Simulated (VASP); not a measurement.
Consider the following.

```yaml
crystal:
  lattice:
    - [1.63143, -2.82572, 0.00000]
    - [1.63143, 2.82572, 0.00000]
    - [0.00000, 0.00000, 5.27014]
  atoms:
    - { symbol: Zn, position: [0.66667, 0.33333, 0.50136] }
    - { symbol: Zn, position: [0.33333, 0.66667, 0.00136] }
    - { symbol: O, position: [0.66667, 0.33333, 0.88064] }
    - { symbol: O, position: [0.33333, 0.66667, 0.38064] }
```

Level of theory: rev-vdW-DF2, VASP's PBE PAW potentials (set 64) (plane waves; VASP). Settings: 520 eV cut-off, 7×7×4 Γ-centred mesh, Gaussian smearing of 0.050 eV, potentials Zn O.

Problem. Estimate the energy per atom (σ→0).

Solution. 
energy per atom (σ→0): -2.474 eV/atom

Only differences to runs with the same potentials and settings are physical.

The compound is ZnO in the wurtzite structure. It was relaxed first. The start is the result of an earlier pass.
